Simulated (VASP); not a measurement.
Write the native input for VASP 6.6.1 that does the following.

* Task: single point
* Functional: RPBE
* Dispersion: D3
* Potentials or basis: VASP PAW PBE potentials, release 64 (Ca_sv, Co, Au)
* Cutoff: 520 eV
* k mesh: 6 × 6 × 6
* Occupations: methfessel-paxton, width 0.1 eV
* Spin: collinear spin, random start
* Starting moments: [0.0, -0.24, 0.0, 0.0, 0.0] μB
* Hubbard terms: Au d U = 4 eV, J = 1.0 eV, Co d U = 6.2 eV, J = 1.0 eV
* LDAUTYPE: 1
* Hund's J: 1
* Further INCAR settings: ALGO = Fast; EDIFF = 1e-06; NBANDS = 38

The structure of CaCoAu3 lies in POSCAR:

```
CaCoAu3
4.851
    1.000008245723      0.000000000000      0.000000000000
    0.000000000000      1.000008245723      0.000000000000
    0.000000000000      0.000000000000      1.000008245723
Ca Co Au
1 1 3
Direct
    0.0000000000      0.0000000000      0.0000000000
    0.5000000000      0.5000000000      0.5000000000
    0.0000000000      0.5000000000      0.5000000000
    0.5000000000      0.0000000000      0.5000000000
    0.5000000000      0.5000000000      0.0000000000
```

The cell was built by a generator and needn't be a form met in nature.

These files were run (other wordings do the same):

INCAR

```
SYSTEM = CaCoAu3
ALGO = Fast
EDIFF = 1E-6
ENCUT = 520
GGA = RP
ISIF = 2
ISMEAR = 1
ISPIN = 2
IVDW = 11
LASPH = .TRUE.
LCHARG = .FALSE.
LDAU = .TRUE.
LDAUJ = 0 1 1
LDAUL = -1 2 2
LDAUPRINT = 1
LDAUTYPE = 1
LDAUU = 0 6.2 4
LMAXMIX = 4
LORBIT = 11
LREAL = .FALSE.
LWAVE = .FALSE.
MAGMOM = 0 -0.24 0 0 0
NBANDS = 38
NELM = 100
PREC = Accurate
SIGMA = 0.1
```

KPOINTS

```
k-points
0
G
  6 6 6
  0 0 0
```

Potentials or basis: VASP PAW PBE potentials, release 64 (Ca_sv, Co, Au).

The run is started by

```bash
$ cat potpaw_PBE.64/Ca_sv/POTCAR potpaw_PBE.64/Co/POTCAR potpaw_PBE.64/Au/POTCAR > POTCAR
$ mpirun -np 1 vasp_std > vasp.out
```

Results of the run:

```
Pressure                                              : 2.9 GPa
Band gap on the k mesh                                : none (metal or under the smearing width)
Net moment                                            : -2.54 μB per cell
Site moments                                          : Ca +0.02; Co -2.66; Au -0.02 μB
Valence electrons inside the program's atomic spheres : Ca 8.02; Co 8.08; Au 9.84
Dispersion energy per atom                            : -0.829 eV
```

Caveat: the PAW data sets were made with another functional, which shifts forces and pressure a little; pairwise dispersion overbinds metals, which lowers pressure and volume; the U is typed as a test and isn't derived for this compound.

Run time: 2.8 min on 1 thread of Intel(R) Xeon(R) Platinum 8488C (Sapphire Rapids), on a shared host, peak memory 0.33 GiB.
